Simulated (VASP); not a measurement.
KMgF3 (cubic perovskite) is relaxed at rising pressure, each step from the one before. Symmetry mostly holds the structure type, and other phases were not tried. The mesh follows the cell, and a change of mesh leaves a small step in the series.

Data:

```
KMgF3
1.0
    4.04437     0.00000     0.00000
    0.00000     4.04437     0.00000
    0.00000     0.00000     4.04437
K Mg F
1 1 3
Direct
  0.00000   0.00000   0.00000
  0.50000   0.50000   0.50000
  0.50000   0.00000   0.50000
  0.00000   0.50000   0.50000
  0.50000   0.50000   0.00000
```

All values below come from PBE GGA, VASP's PBE PAW potentials (set 64) (plane waves; VASP). Numerical set-up: 620 eV cut-off, 6×6×6 Γ-centred mesh, Gaussian smearing of 0.050 eV, potentials K_sv Mg F.

| P (GPa) | V (Å³/atom) | H − H(0) (eV/atom) | space group | gap on the mesh (eV) | k-mesh |
|---|---|---|---|---|---|
| 0 | 13.23 | 0.000 | Pm-3m | 6.98 | 6×6×6 |
| 5 | 12.40 | 0.401 | Pm-3m | 7.47 | 6×6×6 |
| 10 | 11.79 | 0.781 | Pm-3m | 7.87 | 6×6×6 |
| 20 | 10.92 | 1.491 | Pm-3m | 8.54 | 6×6×6 |
| 30 | … | … | Pm-3m | 9.09 | 6×6×6 |
| 45 | … | … | Pm-3m | 9.79 | 6×6×6 |

### Question
What belongs in the gaps?

### Answer

- 30, V (Å³/atom): 10.29
- 30, H − H(0) (eV/atom): 2.154
- 45, V (Å³/atom): 9.61
- 45, H − H(0) (eV/atom): 3.087

Pressures at which the relaxation failed are left out.

The compound is KMgF3 in the cubic perovskite structure.
